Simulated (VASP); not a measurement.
# Pressure, band gap and energy of InNi2SbO6 (R3) against volume at the PBEsol+U level

An optical pressure gauge needs a solid whose absorption edge moves far enough under load to be read with a simple spectrometer. We set the target as a rise of the band gap by at least 0.10 eV, at a pressure between 0 and 10 GPa and with no more than 15 meV per atom of stored elastic energy. Among the states that pass, the one at the lowest pressure is preferred.

The candidate is InNi2SbO6 in the R3 structure, calculated with PBEsol+U at seven volumes. The row at 10.91 Å³ per atom, 0.11 % below the fitted equilibrium volume, stands for the unloaded solid. Gap shifts and energies are counted from that row, and positive pressure means compression.

## Set-up

A cell from the Materials Project database, relaxed at this level and then scaled evenly, fractional positions kept. VASP 6.6.1, plane waves with PAW, PBEsol+U (U = 5 eV on Ni d), cutoff 520 eV, k mesh 6×6×6, collinear spin, no spin-orbit coupling, static lattice. A Birch-Murnaghan fit to the energies has its minimum at 10.92 Å³ per atom.

Notes on method and selection:

- The pressure is that of a finite plane-wave basis, so it need not vanish exactly at the minimum of the energy.
- Only series whose fit has its minimum inside the range and an error under 0.5 meV per atom are shown.
- Where rows or columns differ in functional or spin-orbit coupling, non-spherical gradient terms in the PAW spheres (LASPH) may be on in some and off in others.
- Runs that did not converge, have known faults or may not be shown are not listed, and runs on Ansatz's PAW sets soft_1 and soft_2 are kept to separate tables.

Columns:

- volume change (%): volume relative to the fitted equilibrium volume.
- pressure (GPa): pressure from the stress tensor (positive: compressed).
- energy (meV/atom): energy per atom above the lowest point of the series.
- gap (eV): smallest gap on the k mesh.

Input lines of one member:

```
PREC = Accurate
ENCUT = 520
EDIFF = 1E-06
NELM = 100
ISMEAR = 0
SIGMA = 0.05
LREAL = .FALSE.
ALGO = Normal
GGA = PS
NBANDS = 53
ISPIN = 2
LDAU = .TRUE.
LDAUTYPE = 2
LDAUL = -1 2 -1 -1
LDAUU = 0 5 0 0
```

Command (options for logging and memory left out): `mpirun -np 8 vasp_std`

## Computed values

| member | volume change (%) | pressure (GPa) | energy (meV/atom) | gap (eV) |
| --- | --- | --- | --- | --- |
| 10.25 Å³ | −6.11 | 13.95 | 27.8 | 1.938 |
| 10.47 Å³ | −4.11 | 8.76 | 12.1 | 1.811 |
| 10.69 Å³ | −2.11 | 4.13 | 3.1 | 1.692 |
| 10.91 Å³ | −0.11 | −0.01 | 0.0 | 1.578 |
| 11.12 Å³ | 1.88 | −3.70 | 2.3 | 1.470 |
| 11.34 Å³ | 3.88 | −6.99 | 9.3 | 1.368 |
| 11.56 Å³ | 5.88 | −9.93 | 20.5 | 1.271 |

Least-squares fits to the whole series, with x = volume change (%); R² and errors in the fitted variable (y, or ln y where the fit is in ln y):

| y | members | fit | R² | rms residual | leave-one-out rms | the same for the mean of the others |
| --- | --- | --- | --- | --- | --- | --- |
| pressure (GPa) | 7 | y = −0.2339 − 1.971 x + 0.05606 x² | 1.00 | 0.043 | 0.12 | 9.3 |
| energy (meV/atom) | 7 | y = −0.04081 − 0.3515 x + 0.6715 x² | 1.00 | 0.57 | 1.5 | 11 |

## What drives the series

Pressure and gap both fall from each row to the next as the cell grows, while the energy rises on either side of the 10.91 Å³ row.

Between the rows at −2.11 % and +1.88 % the pressure changes by 4.13 + 3.70 = 7.83 GPa over 2.11 + 1.88 = 3.99 %, or 7.83 / 3.99 = 1.96 GPa per percent. With $B=-V\,dP/dV$ this gives a bulk modulus of about 100 × 1.96 = 196 GPa for cells of fixed shape with fixed fractional positions. A solid free to relax under load is softer, so at this level of theory the value is an upper limit. The solid stiffens under compression: between the two smallest cells the pressure changes by 13.95 − 8.76 = 5.19 GPa, or 5.19 / 2.00 = 2.60 GPa per percent, and between the two largest by 9.93 − 6.99 = 2.94 GPa, or 2.94 / 2.00 = 1.47 GPa per percent. The reason is that the short-range repulsion between ions grows faster than their attraction as the bonds shorten.

The same stiffening makes the energy lopsided. A harmonic solid would follow $E=\tfrac12 BV_0(\Delta V/V_0)^2$, which with $V_0$ = 10.92 Å³ and 1 eV/Å³ = 160.2 GPa has a prefactor of 1000 × 0.5 × 196 × 10.92 / 160.2 = 6680 meV per atom. With the volume changes in percent, that gives 6680 × 6.11 × 6.11 / 10000 = 24.9 meV per atom at −6.11 % and 6680 × 5.88 × 5.88 / 10000 = 23.1 at +5.88 %. The calculated values are 27.8 and 20.5.

Between the same two rows around equilibrium the gap changes by 1.692 − 1.470 = 0.222 eV. That is 0.222 / 3.99 = 0.056 eV per percent of volume, or 0.222 / 7.83 = 0.028 eV per GPa, again for frozen cells. The nickel moments stay antiparallel and almost constant, so no change of magnetic state drives this. The likely cause is the character of the band edges. In oxides of In and Sb the conduction minimum at the zone centre is usually an antibonding mixture of metal s and oxygen states, which shorter bonds push up faster than the valence band top.

Per GPa, the gap responds less in the compressed solid. Between the two smallest cells it changes by 1.938 − 1.811 = 0.127 eV, or 0.127 / 5.19 = 0.024 eV per GPa; between the two largest it changes by 1.368 − 1.271 = 0.097 eV, or 0.097 / 2.94 = 0.033 eV per GPa. A stiffer solid gives up less volume for each added GPa.

## Exceptions

Largest departures from the fit to the whole series:

| member | pressure (GPa) | fit | computed − fit | in rms residuals |
| --- | --- | --- | --- | --- |
| 10.47 Å³ | 8.76 | 8.81 | −0.05 | 1.2 |
| 10.25 Å³ | 13.95 | 13.90 | +0.05 | 1.1 |
| 11.34 Å³ | −6.99 | −7.04 | +0.05 | 1.1 |
| 11.56 Å³ | −9.93 | −9.89 | −0.04 | 1.0 |

No row breaks the trend. The quadratic fit to the pressure misses by at most 0.05 GPa, and its misses alternate in sign towards the ends, as expected when a cubic term is left out. The parabola for the energy fails in the same way, with an rms residual of 0.57 meV per atom.

The 10.91 Å³ row does show a small numerical offset. At 0.11 % below equilibrium its pressure should be about 0.11 × 1.96 = +0.22 GPa, yet the stress gives −0.01 GPa. The finite plane-wave basis accounts for this sign, and the offset is small beside the pressures of the brief.

Only the 10.91 Å³ row is a relaxed state. In all the others cell shape and fractional positions are frozen, so forces and uneven stress appear with the first step away from it and grow outwards. Relaxation at the same volume would lower the energy by an amount that starts with the square of the volume change. Pressure and gap can shift in proportion to the volume change itself, so their slopes are affected even close to equilibrium, and the outermost rows are furthest from a real sample.

## Choosing a member

The three expanded cells drop out because their pressures are negative. The 10.25 Å³ cell fails on both pressure (13.95 GPa) and energy (27.8 meV per atom). Two loaded states remain:

- 10.69 Å³: gap shift 1.692 − 1.578 = 0.114 eV at 4.13 GPa, with 3.1 meV per atom stored.
- 10.47 Å³: gap shift 1.811 − 1.578 = 0.233 eV at 8.76 GPa, with 12.1 meV per atom stored.

Both pass as frozen cells, and on that basis **the pick is 10.69 Å³** for its lower pressure. The runner-up is 10.47 Å³.

In spectrometer units, $\lambda=hc/E$ with $hc$ = 1240 eV nm. The unloaded edge lies at 1240 / 1.578 = 786 nm and the loaded one at 1240 / 1.692 = 733 nm, a shift of 53 nm. For the runner-up the edge is at 1240 / 1.811 = 685 nm, a shift of 786 − 685 = 101 nm.

These wavelengths inherit the error of the level. Semilocal functionals usually give gaps that are too small, and U on nickel alone repairs this only in part; a shortfall of roughly 1 eV is plausible. Adding 1 eV to both gaps gives 1.578 + 1 = 2.578 eV and 1.692 + 1 = 2.692 eV, which puts the edges at 1240 / 2.578 = 481 nm and 1240 / 2.692 = 461 nm, so the shift shrinks to 20 nm. The shift in eV is safer, since much of the error is common to both rows.

The pick has a thin margin: 0.014 / 0.114 = 12 %. If the true gap shift were smaller by more than that, 10.69 Å³ would miss the target and the runner-up would take its place, as its own shift could be halved and still pass. Two things could use up the margin. Relaxing the atoms and the cell shape under load may change the gap shift in either direction, by an amount these rows don't give. A denser k mesh also lowers the gap of the unloaded cell by a good part of the 0.014 eV. Much of that should cancel in the shift, but the loaded cells were calculated on the 6×6×6 mesh only. The pick is therefore provisional until both cells are compared relaxed and on a denser mesh.

Two optical points bear on the gauge itself. The smallest gap is indirect, so absorption starts weakly at these energies. Ni²⁺ also has weak d–d absorption bands in the near infrared and visible, which may overlap the edge and blur the reading.

## Summary

From −6.11 % to +5.88 % in volume, compression widens the gap by about 0.056 eV per percent on average, and the frozen cells resist with a bulk modulus near 196 GPa that grows under load. A relaxed solid would be softer, and its gap shift per GPa remains to be calculated. The compressed rows are a first guide to a gauge, not a calibration; the expanded ones describe a solid under tension that a press cannot apply.

The gap spans 1.938 − 1.271 = 0.667 eV over the table. The missing part of the electronic self-energy would probably raise every gap by roughly 1 eV, more than that whole span, so the shifts are more useful than the absolute values. Lattice vibrations are probably a smaller omission, but at room temperature, with zero-point motion included, they typically lower an oxide gap by roughly 0.1 eV or more. Much of this cancels when the loaded and unloaded readings are taken at the same temperature. If the temperatures differ, the gauge needs a correction, since the thermal shift can be a good part of the signal sought.

[Logs are printed without paths, hosts, clocks, repeated set-up lines and the standing remarks that a program may print on its own settings, such as how far it seeks lower states.]
